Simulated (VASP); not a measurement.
Calculation: PBEsol GGA, VASP's PBE PAW potentials (set 64) (plane waves; VASP).

The input files of a VASP run:

**INCAR**
```
SYSTEM = PtSe2
PREC = Accurate
ENCUT = 400
EDIFF = 1E-8
NELM = 100
ALGO = Normal
LREAL = .FALSE.
LASPH = .TRUE.
ISMEAR = 1
SIGMA = 0.1
GGA = PS
LMAXMIX = 6
LWAVE = .FALSE.
LCHARG = .FALSE.
IBRION = 1
ISIF = 2
NSW = 30
EDIFFG = -0.001
```

KPOINTS:
```
Automatic mesh
0
Gamma
9 9 6
0 0 0
```

POSCAR:
```
PtSe2
1.0
  1.8780044069  -3.2527992986   0.0000000000
  1.8780044069   3.2527992986   0.0000000000
  0.0000000000   0.0000000000   4.8951426325
Pt Se
1 2
Cartesian
  0.0000000000   0.0000000000   0.0000000000
  1.8780044069   1.0842686014   1.2719203558
  1.8780044069  -1.0842686014   3.6232222767
```

POTCAR, in this order: Pt Se (PBE.64 set). Program: vasp_std.

Output of the run:

OSZICAR:
```
       N       E                     dE             d eps       ncg     rms          rms(c)
DAV:   1     0.952551210609E+02    0.95255E+02   -0.88113E+03  1932   0.104E+03
DAV:   2    -0.129374160830E+02   -0.10819E+03   -0.10603E+03  2406   0.215E+02
DAV:   3    -0.167139660028E+02   -0.37765E+01   -0.37550E+01  2252   0.432E+01
DAV:   4    -0.167394661618E+02   -0.25500E-01   -0.25498E-01  2308   0.386E+00
DAV:   5    -0.167397378145E+02   -0.27165E-03   -0.27165E-03  2308   0.377E-01    0.130E+01
DAV:   6    -0.161466699366E+02    0.59307E+00   -0.53454E+00  1895   0.225E+01    0.780E+00
DAV:   7    -0.159327013786E+02    0.21397E+00   -0.99354E-01  1888   0.107E+01    0.379E+00
DAV:   8    -0.159074969694E+02    0.25204E-01   -0.73974E-02  1979   0.198E+00    0.876E-01
DAV:   9    -0.159036538940E+02    0.38431E-02   -0.99808E-03  2084   0.105E+00    0.202E-01
DAV:  10    -0.159036958068E+02   -0.41913E-04   -0.13376E-03  2070   0.271E-01    0.382E-02
DAV:  11    -0.159036944468E+02    0.13599E-05   -0.50274E-05  2350   0.710E-02    0.212E-02
DAV:  12    -0.159036946625E+02   -0.21567E-06   -0.53867E-06  2000   0.197E-02    0.342E-03
DAV:  13    -0.159036947902E+02   -0.12773E-06   -0.62359E-07  2469   0.612E-03    0.116E-03
DAV:  14    -0.159036947927E+02   -0.24434E-08   -0.66207E-08  2161   0.223E-03
   1 F= -.15903695E+02 E0= -.15903694E+02  d E =-.159037E+02
       N       E                     dE             d eps       ncg     rms          rms(c)
DAV:   1    -0.159037062714E+02   -0.11481E-04   -0.76710E-04  1860   0.165E-01    0.127E-02
DAV:   2    -0.159037082336E+02   -0.19622E-05   -0.28697E-05  2343   0.338E-02    0.683E-03
DAV:   3    -0.159037080353E+02    0.19828E-06   -0.72377E-07  2028   0.867E-03    0.382E-03
DAV:   4    -0.159037079069E+02    0.12844E-06   -0.72704E-08  2273   0.288E-03    0.183E-03
DAV:   5    -0.159037078139E+02    0.92992E-07   -0.10834E-08  1182   0.825E-04    0.192E-04
DAV:   6    -0.159037078108E+02    0.30755E-08   -0.20684E-09  1028   0.368E-04
   2 F= -.15903708E+02 E0= -.15903709E+02  d E =-.130181E-04
       N       E                     dE             d eps       ncg     rms          rms(c)
DAV:   1    -0.159037097758E+02   -0.19619E-05   -0.46537E-04  1874   0.129E-01    0.994E-03
DAV:   2    -0.159037109277E+02   -0.11519E-05   -0.17492E-05  2336   0.263E-02    0.532E-03
DAV:   3    -0.159037107842E+02    0.14351E-06   -0.44214E-07  2028   0.677E-03    0.296E-03
DAV:   4    -0.159037106868E+02    0.97330E-07   -0.44281E-08  2095   0.225E-03    0.143E-03
DAV:   5    -0.159037106142E+02    0.72607E-07   -0.70437E-09  1077   0.660E-04    0.152E-04
DAV:   6    -0.159037106122E+02    0.20348E-08   -0.13344E-09  1000   0.295E-04
   3 F= -.15903711E+02 E0= -.15903714E+02  d E =-.280140E-05
```

OUTCAR:
```
------------------------ aborting loop because EDIFF is reached ----------------------------------------
  FORCE on cell =-STRESS in cart. coord.  units (eV):
  Direction    XX          YY          ZZ          XY          YZ          ZX
  --------------------------------------------------------------------------------------
  Total       -0.0086092     -0.0086092     -0.0873664      0.0000000     -0.0000000      0.0000000
  in kB       -0.2306342     -0.2306342     -2.3404846      0.0000000     -0.0000000      0.0000000
  external PRESSURE =      -0.9339177 kB  Pullay stress =       0.0000000 kB
  volume of cell :       59.81
      direct lattice vectors                 reciprocal lattice vectors
     1.878004407 -3.252799299  0.000000000     0.266240057 -0.153713757  0.000000000
     1.878004407  3.252799299  0.000000000     0.266240057  0.153713757  0.000000000
     0.000000000  0.000000000  4.895142632     0.000000000  0.000000000  0.204284139
 POSITION                                       TOTAL-FORCE (eV/Angst)
 -----------------------------------------------------------------------------------
     -0.00000      0.00000      0.00000        -0.000000     -0.000000      0.000000
      1.87800      1.08427      1.27312         0.000000      0.000000     -0.000002
      1.87800     -1.08427      3.62202        -0.000000     -0.000000      0.000002
 -----------------------------------------------------------------------------------
    total drift:                               -0.000000     -0.000000      0.000000
  FREE ENERGIE OF THE ION-ELECTRON SYSTEM (eV)
  ---------------------------------------------------
  free  energy   TOTEN  =       -15.9037106122 eV

  energy  without entropy=      -15.9037195171  energy(sigma->0) =      -15.90371358

 reached required accuracy - stopping structural energy minimisation
```
(Selected blocks of OUTCAR.)

File CONTCAR:
```
PtSe2
   1.00000000000000
     1.8780044068999999   -3.2527992985999998    0.0000000000000000
     1.8780044068999999    3.2527992985999998    0.0000000000000000
     0.0000000000000000    0.0000000000000000    4.8951426324999998
  Pt              Se
     1     2
Direct
    -0.0000000000000000   -0.0000000000000000    0.0000000000000000
     0.3333330000000032    0.6666669999999968    0.2600779810228706
     0.6666669999999968    0.3333330000000032    0.7399220189771294
```

Without a dispersion term in the relaxation, distances and binding between the weakly bound layers, chains or molecules are unreliable, and so is what depends on them.

The compound is PtSe2 in the 1T layered structure. This run relaxes the ions in a fixed cell. Symmetry was kept, so distortions that lower it aren't found. The start is the result of an earlier pass.
